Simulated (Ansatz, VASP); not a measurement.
# MnSi: VASP beside Ansatz

Aim: how closely do two programs agree when they are given the same cell, functional and k mesh? The cell is taken from a series of runs on this material, whose earlier steps may have relaxed, scaled, displaced or heated it; both programs get it as it stands. Valence electrons are named where the data sets of a main pair hold unlike numbers.

Method: plane waves, with VASP 6.6.1 beside it; single point at PBE, in Ansatz 0.2.0.

In doubt: warnings of the run leave room for a lower electronic state, so energies may not be the lowest and differences between runs may mislead.

### 1. Set-up

Symmetry: P2_13, No. 198, cubic system. The conventional cell has a = 4.548 Å, b = 4.548 Å, c = 4.548 Å, α = 90.00°, β = 90.00°, γ = 90.00°. Nearest to Mn lie 7 Si at 2.30 to 2.53 Å. Si has 7 Mn at 2.30 to 2.53 Å nearest. Farther neighbours are not listed.

### 2. Ansatz: single point, PBE

Ansatz runs on its default PAW (the set named soft_2) files.

A single point gives forces, pressure and levels at one fixed geometry, so differences don't come from the geometry; what else differs is listed under the comparison.

Contents of input.yaml:

```yaml
crystal:
  lattice:
    - [4.548, 0.0, 0.0]
    - [0.0, 4.548, 0.0]
    - [0.0, 0.0, 9.096]
  atoms:
    - { symbol: Mn, position: [0.138, 0.138, 0.069], spin: 3.5 }
    - { symbol: Mn, position: [0.138, 0.138, 0.569], spin: -3.5 }
    - { symbol: Mn, position: [0.362, 0.862, 0.319], spin: 3.5 }
    - { symbol: Mn, position: [0.362, 0.862, 0.819], spin: -3.5 }
    - { symbol: Mn, position: [0.638, 0.362, 0.431], spin: 3.5 }
    - { symbol: Mn, position: [0.638, 0.362, 0.931], spin: -3.5 }
    - { symbol: Mn, position: [0.862, 0.638, 0.181], spin: -3.5 }
    - { symbol: Mn, position: [0.862, 0.638, 0.681], spin: 3.5 }
    - { symbol: Si, position: [0.846, 0.846, 0.423] }
    - { symbol: Si, position: [0.846, 0.846, 0.923] }
    - { symbol: Si, position: [0.654, 0.154, 0.173] }
    - { symbol: Si, position: [0.654, 0.154, 0.673] }
    - { symbol: Si, position: [0.346, 0.654, 0.077] }
    - { symbol: Si, position: [0.346, 0.654, 0.577] }
    - { symbol: Si, position: [0.154, 0.346, 0.327] }
    - { symbol: Si, position: [0.154, 0.346, 0.827] }
hamiltonian:
  xc: pbe
  pseudopotentials: { kind: paw }
magnetization:
  spin_polarized: true
kpoints:
  mp_grid: { grid: [8, 8, 4] }
scf:
  occupations: { method: fermi_dirac, width: 0.15 }
  n_extra_bands: 24
output:
  forces: true
  stress: true
  eigenvalues: true
```

Launch:

```
ansatz run input.yaml --threads 4 --pin off --max-ram 9216MiB --backend cpu --events-out ev --progress --plain --runs-dir out
```

Numbers of over 12 decimals in the logs are rounded to 6 here.

The program printed:

```text
scf.n_extra_bands = 24 over 76 filled bands (N_el = 152.0): the run solves 100 bands
Engine: ansatz 0.2.0, aarch64-unknown-linux-gnu
Pseudopotentials: kind: paw
Pseudopotential: Mn, paw, valence charge 15, recommended cutoff 420 eV (normal), Mn.paw.azcp
Pseudopotential: Si, paw, valence charge 4, recommended cutoff 420 eV (normal), Si.paw.azcp
Functional definition: PBE
  parameter kappa = 0.804
  parameter beta = 0.066725
  exchange = pbe_x(kappa = kappa, mu = beta*pi^2/3)
  correlation = pbe_c(beta = beta)
Crystal: 16 atoms, lattice volume = 188.144 Å³
Basis set: ecut = 420 eV, 3679 PW (Γ), exchange–correlation on 64×64×128 points (8 copies of the dense FFT grid, shifted against one another)
Bands: 100, of which v1, the nominal top of the filled ones, is band 76 counted from 1 (75 counted from 0)
Symmetry: 2 space group operations
Space group: P21 (ITA 4), of the structure as read, at distance tolerance 5.7e-5 Å
Magnetic group: BNS 4.10 (UNI 17), of the structure as read, at distance tolerance 5.7e-5 Å
k-points: 90 of 256 (time reversal used)
Non-local potential: Mn, projectors of the file, l = 0: 3, l = 1: 2, l = 2: 3, l = 3: 1
Non-local potential: Si, projectors of the file, l = 0: 2, l = 1: 2, l = 2: 2
PAW form: soft (Blöchl's): semilocal exchange-correlation on the pseudo side does not see the compensation charge
PAW one-centre angular grid: Mn, 590 points (default); XC on 64 Gauss nodes
PAW one-centre angular grid: Si, 110 points (default); XC on 64 Gauss nodes
Initial density: superposition of atomic densities (chi_scale 0.1, normalization cell)
Starting moments: Σ|m| = 28 μB on 8 of 16 sites
Starting magnetic order: antiferromagnet; a translation exchanges its spin sublattices: spin-degenerate at every k-point
Initial wavefunctions: pseudopotential atomic-orbital guess
Functional: x = pbe(κ = 0.804, μ = 0.219515), c = pbe(β = 0.066725)
SCF iter   1: F=—  HF=-36290.265653 eV  |F-HF|=—  |Δ(HF+E_count)|=         —  Δρ=1.79e-1 (↑1.79e-1 ↓1.79e-1)  dr2=1.44e1  dr2_m=5.10e1  M=0.000 μB ∫|m|=8.833 μB  β_m=0.30  ethr=3.10e-3  ⟨swp⟩=6.2  Hψ=34319  notcnv=0  defer=26
Mixer restart at iter 1: flushing history
preconditioner: auto → Kerker (q_TF=auto, 2.633 Å⁻¹)  [metal: Δε(μ)=0.001 eV  Ē_g=6.718 eV  σ=0.150 eV  W_gap=0.00  n_scr=54 (ndim 8)  ℏωp=25.4 eV  f_vac=0.000  D(μ)=14.52/eV (n_scr^D=174)]
spin=Collinear: Kerker preconditioning applied to the charge; magnetization (m = ρ↑ − ρ↓) channel mixes plain (no charge-response kernel on spin).
SCF iter   2: F=—  HF=-36277.584453 eV  |F-HF|=—  |Δ(HF+E_count)|=    1.27e1  Δρ=1.08e-1 (↑1.08e-1 ↓1.08e-1)  dr2=1.71e0  dr2_m=1.96e1  M=0.000 μB ∫|m|=10.192 μB  β_m=0.49  ethr=3.10e-3  ⟨swp⟩=3.6  Hψ=18812  notcnv=0  defer=8
SCF iter   3: F=—  HF=-36284.305266 eV  |F-HF|=—  |Δ(HF+E_count)|=    6.72e0  Δρ=5.65e-2 (↑5.65e-2 ↓5.65e-2)  dr2=9.31e-1  dr2_m=5.28e0  M=0.000 μB ∫|m|=8.116 μB  β_m=0.65  ethr=1.13e-3  ⟨swp⟩=3.4  Hψ=18674  notcnv=0  defer=7
SCF iter   4: F=—  HF=-36284.732111 eV  |F-HF|=—  |Δ(HF+E_count)|=   4.27e-1  Δρ=1.46e-2 (↑1.46e-2 ↓1.46e-2)  dr2=5.85e-1  dr2_m=2.93e-1  M=0.000 μB ∫|m|=5.658 μB  β_m=0.82  ethr=6.13e-4  ⟨swp⟩=2.2  Hψ=16433  notcnv=0  defer=67
SCF iter   5: F=—  HF=-36284.282904 eV  |F-HF|=—  |Δ(HF+E_count)|=   4.49e-1  Δρ=1.60e-2 (↑1.60e-2 ↓1.60e-2)  dr2=1.36e0  dr2_m=1.02e-1  M=0.000 μB ∫|m|=4.177 μB  β_m=0.91  ethr=3.85e-4  ⟨swp⟩=3.3  Hψ=15951  notcnv=0  defer=68
SCF iter   6: F=—  HF=-36284.718440 eV  |F-HF|=—  |Δ(HF+E_count)|=   4.36e-1  Δρ=1.20e-2 (↑1.20e-2 ↓1.20e-2)  dr2=3.20e-1  dr2_m=1.64e-1  M=0.000 μB ∫|m|=4.563 μB  β_m=0.96  ethr=3.85e-4  ⟨swp⟩=2.0  Hψ=15063  notcnv=0  defer=108
SCF iter   7: F=—  HF=-36284.819395 eV  |F-HF|=—  |Δ(HF+E_count)|=   1.01e-1  Δρ=1.36e-2 (↑1.36e-2 ↓1.36e-2)  dr2=3.39e-1  dr2_m=2.32e-1  M=0.000 μB ∫|m|=5.425 μB  β_m=0.83  ethr=2.11e-4  ⟨swp⟩=2.2  Hψ=17444  notcnv=0  defer=108
SCF iter   8: F=—  HF=-36284.808466 eV  |F-HF|=—  |Δ(HF+E_count)|=   1.09e-2  Δρ=9.10e-3 (↑9.10e-3 ↓9.10e-3)  dr2=3.23e-1  dr2_m=6.30e-2  M=0.000 μB ∫|m|=6.552 μB  β_m=0.99  ethr=2.11e-4  ⟨swp⟩=2.0  Hψ=12583  notcnv=0  defer=109
SCF iter   9: F=—  HF=-36284.783986 eV  |F-HF|=—  |Δ(HF+E_count)|=   2.45e-2  Δρ=2.20e-3 (↑2.20e-3 ↓2.20e-3)  dr2=1.93e-2  dr2_m=3.92e-3  M=0.000 μB ∫|m|=7.323 μB  β_m=0.99  ethr=2.11e-4  ⟨swp⟩=2.0  Hψ=13378  notcnv=0  defer=109
SCF iter  10: F=—  HF=-36284.783390 eV  |F-HF|=—  |Δ(HF+E_count)|=   5.96e-4  Δρ=9.19e-4 (↑9.19e-4 ↓9.19e-4)  dr2=4.00e-3  dr2_m=6.58e-4  M=0.000 μB ∫|m|=6.935 μB  β_m=1.00  ethr=1.27e-5  ⟨swp⟩=2.1  Hψ=13103  notcnv=0  defer=109
SCF iter  11: F=—  HF=-36284.783358 eV  |F-HF|=—  |Δ(HF+E_count)|=   3.12e-5  Δρ=4.39e-4 (↑4.39e-4 ↓4.39e-4)  dr2=6.73e-5  dr2_m=3.15e-4  M=0.000 μB ∫|m|=7.044 μB  β_m=1.00  ethr=2.63e-6  ⟨swp⟩=2.1  Hψ=12071  notcnv=0  defer=108
[...]
SCF iter  11: F=—  HF=-36284.921937 eV  |F-HF|=—  |Δ(HF+E_count)|=   4.89e-6  Δρ=2.42e-5 (↑1.90e-5 ↓2.42e-5)  dr2=2.86e-6  dr2_m=2.80e-8  M=-7.522 μB ∫|m|=8.793 μB  β_m=0.85  ethr=7.89e-9  ⟨swp⟩=1.5  Hψ=20974  notcnv=0  defer=235
SCF iter  12: F=—  HF=-36284.921937 eV  |F-HF|=—  |Δ(HF+E_count)|=   4.58e-7  Δρ=1.42e-5 (↑5.95e-6 ↓1.42e-5)  dr2=7.01e-7  dr2_m=3.39e-8  M=-7.521 μB ∫|m|=8.792 μB  β_m=0.81  ethr=1.88e-9  ⟨swp⟩=3.0  Hψ=39059  notcnv=0  defer=235
SCF iter  13: F=—  HF=-36284.921937 eV  |F-HF|=—  |Δ(HF+E_count)|=   6.33e-8  Δρ=4.12e-6 (↑1.40e-6 ↓4.12e-6)  dr2=4.52e-8  dr2_m=4.61e-9  M=-7.521 μB ∫|m|=8.792 μB  β_m=0.64  ethr=4.61e-10  ⟨swp⟩=2.0  Hψ=22868  notcnv=0  defer=235
SCF iter  14: F=-36284.921937 eV  HF=-36284.921937 eV  |F-HF|=7.95e-9  |Δ(HF+E_count)|=  8.88e-10  Δρ=1.18e-6 (↑1.18e-6 ↓9.66e-7)  dr2=9.19e-9  dr2_m=7.66e-11  M=-7.521 μB ∫|m|=8.792 μB  ethr=2.98e-11  ⟨swp⟩=5.4  Hψ=62886  notcnv=0
SCF 2 converged in 14 iterations: F = -36284.921937 eV  dr2 = 9.19e-9
  greatest PAW one-centre occupation: 1.000 electrons in one spin orbital (limit 2), on the Mn atom at site 4 (counted from 0), in its partial waves of l = 0
WARN: the run's close named another order or size of the moments than the input gives or it holds, and an SCF from ferromagnetic starting moments (-3.50, -3.50, -3.50, -3.50, -3.50, -3.50, -3.50, -3.50, 0.00, 0.00, 0.00, 0.00, 0.00, 0.00, 0.00, 0.00 Bohr magnetons, atom by atom) closed 138.62 meV lower in free energy than the state that the run had reached: every number and product of the report is of that SCF, unles [...]
SCF converged after 14 iterations
Magnetization: -7.5209 μB (72.2395 up, 79.7605 down)
Absolute magnetization: 8.7921 μB (∫|ρ↑−ρ↓|, with the PAW one-centre terms)
Spin contamination: 0.1434 ħ² per cell (⟨S²⟩ above its minimum at these occupations)
Per-site moments (μB) at R_I (Å): [(-0.958939, 0.948829), (-0.958941, 0.948829), (-0.958937, 0.948829), (-0.958938, 0.948829), (-0.958937, 0.948829), (-0.958938, 0.948829), (-0.958941, 0.948829), (-0.958939, 0.948829), (0.041187, 0.948829), (0.041187, 0.948829), (0.041187, 0.948829), (0.041187, 0.948829), (0.041187, 0.948829), (0.041187, 0.948829), (0.041187, 0.948829), (0.041187, 0.948829)]
Free energy (F): -36284.921937 eV
Harris-Foulkes:  -36284.921937 eV  (|F-HF|=7.95e-9)
Internal energy: -36283.994451 eV  (E = F + TS)
E sigma→0 (E₀):  -36284.458194 eV
Entropy (-TS):   -0.927486 eV (-57.968 meV/atom)
Fermi energy:    15.732264 eV
--- Per-component energies (eV) ---
  E_band       = -1485.268126
  E_kinetic    = 2831.142162
  E_local      = -17214.726920  (includes V_loc(G=0)·N_el)
  E_nonlocal   = 2104.539810
  E_hartree    = 7383.697789
  E_xc         = -1380.797443
  E_vxc        = -1578.841950  (∫ρ·V_xc dr)
  E_paw        = -14491.064735  (= ΣΔE_a)
  E_vpaw       = -2394.764574  (= ΣTr[D̂ρ^β])
  E_aug_tail   = -0.000026  (compensation charges beyond the density's cutoff)
  E_ewald      = -15516.785089
  E_smearing   = -0.927486  (= −TS)
  E_closure    = 0.000000  (closes the sum)
  Σ components = -36284.921937   (vs F -36284.921937, Δ=0.00e0)
--- Forces (eV/Å), atoms counted from 1 ---
  atom   1  Mn    -0.11584819    -0.11584969    -0.11585250
  atom   2  Mn    -0.11584866    -0.11584934    -0.11585064
  atom   3  Mn     0.11585175     0.11585067    -0.11584889
  atom   4  Mn     0.11585202     0.11585069    -0.11584830
  atom   5  Mn    -0.11585175     0.11585067     0.11584889
  atom   6  Mn    -0.11585202     0.11585069     0.11584830
  atom   7  Mn     0.11584866    -0.11584934     0.11585064
  atom   8  Mn     0.11584819    -0.11584969     0.11585250
  atom   9  Si    -0.06150403    -0.06149863    -0.06149778
  atom  10  Si    -0.06150096    -0.06149595    -0.06150173
  atom  11  Si     0.06148724     0.06149235    -0.06149161
  atom  12  Si     0.06148859     0.06149369    -0.06148966
  atom  13  Si    -0.06148859     0.06149369     0.06148966
  atom  14  Si    -0.06148724     0.06149235     0.06149161
  atom  15  Si     0.06150403    -0.06149863     0.06149778
  atom  16  Si     0.06150096    -0.06149595     0.06150173
  max |Σ_I F_I| component: 1.24e-5 eV/Å
--- Stress (GPa, compression-positive) ---
       -4.236629       0.000000       0.000025
        0.000000      -4.236629       0.000000
        0.000025       0.000000      -4.236628
  P = ⅓ Tr σ = -4.2366 GPa (-42.366 kbar)
--- Band table (eV; the first three rows and the last of 180) ---
  k-point 0 ↑: bands = [... 72 lower, 16.2821, 16.3502, 16.3502, 16.3502, 16.5920, 16.5920, 16.6629, 16.6629, ... 20 higher]
  k-point 1 ↑: bands = [... 72 lower, 16.2122, 16.2581, 16.3924, 16.4861, 16.5546, 16.6175, 16.6204, 16.6550, ... 20 higher]
  k-point 2 ↑: bands = [... 72 lower, 16.2118, 16.2118, 16.5141, 16.5141, 16.5621, 16.5621, 16.6330, 16.6330, ... 20 higher]
  k-point 89 ↓: bands = [... 72 lower, 14.8172, 14.8172, 14.8172, 14.8172, 15.1100, 15.1100, 15.1100, 15.1100, ... 20 higher]
```

Reading the cycles: dr2 is the Hartree energy of the density residual (eV), the measure of convergence; HF is the Harris–Foulkes estimate of the energy, which meets the free energy F at convergence.

The run ends at a pressure of -4.24 GPa, with forces up to 0.20 eV/Å.

(Continued in part 2 of 2.)

[Lines on the potential files, build, host, timing and source positions are cut from VASP's logs without a mark.]

[Logs are printed without paths, hosts, clocks, repeated set-up lines and the standing remarks that a program may print on its own settings, such as how far it seeks lower states.]

[Hosts, paths, dates, database ids (printed as entryN), source tags and the programs' standing remarks are cut or masked in the printed files.]
